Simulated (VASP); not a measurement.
AlN (mix):

```
Al N
1.0
     3.11300    0.00000    0.00000
    -1.55650    2.69594    0.00000
     0.00000    0.00000    4.98100
Al N
2 2
Direct
  0.33333 0.66667 0.00000
  0.66667 0.33333 0.50000
  0.33333 0.66667 0.38000
  0.66667 0.33333 0.88000
```

* Program: VASP 6.6.1
* Task: relaxation of cell and atoms
* Functional: PBE
* Potentials or basis: VASP PAW PBE potentials, release 64 (Al, N)
* Cutoff: 600 eV
* k mesh: 9 × 9 × 6
* Occupations: gaussian, width 0.02 eV
* Spin: no spin polarisation

At the start: pressure 3.3 GPa; volume 10.45 Å³/atom.

Task: How do energy, volume and symmetry change on relaxing?

Result: Over 10 steps the energy falls by 2.1 meV/atom and the volume is 10.63 Å³/atom (+1.7 %); space group P6_3mc (No. 186, to 0.05 Å).

Step by step:
| step | energy change (eV) | largest force (eV/Å) | pressure (GPa) | volume (Å³) |
| --- | --- | --- | --- | --- |
| 1 | 0.0000 | 0.1289 | 3.33 | 41.80 |
| 2 | -0.0018 | 0.0912 | -2.77 | 43.13 |
| 3 | -0.0083 | 0.0036 | 0.00 | 42.50 |
| 4 | -0.0083 | 0.0059 | 0.07 | 42.48 |
| 5 | -0.0083 | 0.0072 | 0.05 | 42.49 |
| 6 | -0.0083 | 0.0074 | 0.04 | 42.49 |
| 7 | -0.0083 | 0.0088 | 0.02 | 42.49 |
| 8 | -0.0083 | 0.0084 | 0.04 | 42.49 |
| 9 | -0.0083 | 0.0013 | -0.03 | 42.50 |
| 10 | -0.0083 | 0.0007 | -0.02 | 42.50 |

Final structure:
```
Al N
1.0
     3.12813    0.00000    0.00000
    -1.56406    2.70904    0.00000
     0.00000    0.00000    5.01523
Al N
2 2
Cartesian
  0.0000 1.8060 5.0114
  1.5641 0.9030 2.5038
  0.0000 1.8060 1.9096
  1.5641 0.9030 4.4172
```
